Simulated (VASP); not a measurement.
Consider the following.

```
AuCu3
1.0
    3.81257     0.00000     0.00000
    0.00000     3.81257     0.00000
    0.00000     0.00000     3.81257
Cu Au
3 1
Direct
  0.00000   0.50000   0.50000
  0.50000   0.00000   0.50000
  0.50000   0.50000   0.00000
  0.00000   0.00000   0.00000
```

Method: revPBE GGA, VASP's PBE PAW potentials (set 64) (plane waves; VASP 6.6.1). Settings: 520 eV cut-off, 9×9×9 Γ-centred mesh, tetrahedra with Blöchl corrections, potentials Cu Au.

The job: Cu3Au (L1_2), 4 atoms, revPBE, static run, 520 eV, 9×9×9 Γ-centred mesh. Roughly how much core time does it take on a busy server core?

About 40 core-seconds (one run on a shared machine, a rough figure). It had 35 irreducible k-points, 26 bands, up to 1507 plane waves and 19 electronic steps.

The compound is Cu3Au in the L1_2 structure. It was relaxed first, which changed the volume by +5 %.
